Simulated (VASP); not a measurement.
Here is a VASP 6.6.1 calculation.

INCAR

```
SYSTEM = CaCoAu3
ALGO     = Normal         ! electronic algorithm
EDIFF    = 1E-7           ! SCF threshold, eV
EDIFFG   = -0.02          ! ionic threshold
ENCUT    = 600            ! plane-wave cutoff, eV
GGA      = PE             ! functional
IBRION   = 2              ! ionic algorithm
ISIF     = 3              ! what is computed and relaxed
ISMEAR   = -1             ! smearing method
ISPIN    = 2              ! spin polarisation
IVDW     = 2              ! dispersion correction
LASPH    = .TRUE.         ! aspherical terms in the spheres
LCHARG   = .FALSE.        ! write CHGCAR
LMAXMIX  = 4              ! l up to which the mixer works
LORBIT   = 11             ! projections on sites
LREAL    = .FALSE.        ! projectors in reciprocal space
LWAVE    = .FALSE.        ! write WAVECAR
MAGMOM   = 0 2 0 0 0      ! initial moments
NELM     = 150            ! most SCF steps
NSW      = 60             ! ionic steps
PREC     = Accurate       ! precision mode
SIGMA    = 0.05           ! smearing width, eV
```

The input KPOINTS:

```
k-points
0
G
  5 5 5
  0 0 0
```

The input POSCAR:

```
CaCoAu3
1.0
    4.8510400000      0.0000000000      0.0000000000
    0.0000000000      4.8510400000      0.0000000000
    0.0000000000      0.0000000000      4.8510400000
Ca Co Au
1 1 3
Direct
    0.0000000000      0.0000000000      0.0000000000
    0.5000000000      0.5000000000      0.5000000000
    0.0000000000      0.5000000000      0.5000000000
    0.5000000000      0.0000000000      0.5000000000
    0.5000000000      0.5000000000      0.0000000000
```

Potentials or basis: VASP PAW PBE potentials, release 64 (Ca_sv, Co, Au).

The run is started by

```console
$ cat potpaw_PBE.64/Ca_sv/POTCAR potpaw_PBE.64/Co/POTCAR potpaw_PBE.64/Au/POTCAR > POTCAR
$ mpirun -np 1 vasp_std > vasp.out
```

**Question.** What does it give for the band gap on the k mesh?

**Answer.** None (metal or under the smearing width).

**Question.** What does it give for the dispersion energy per atom?

**Answer.** -0.403 eV.

Step by step:
| step | energy change (eV) | largest force (eV/Å) | pressure (GPa) | volume (Å³) |
| --- | --- | --- | --- | --- |
| 1 | 0.0000 | 0.0000 | -2.04 | 114.16 |
| 2 | -0.0211 | 0.0000 | 0.72 | 109.43 |
| 3 | -0.0237 | 0.0000 | 0.00 | 110.55 |

Caveat: atom-pairwise D2, TS and ULG terms overbind metals; pairwise dispersion overbinds metals, which lowers pressure and volume. The run has no spin-orbit coupling, so splittings on Au are missing.
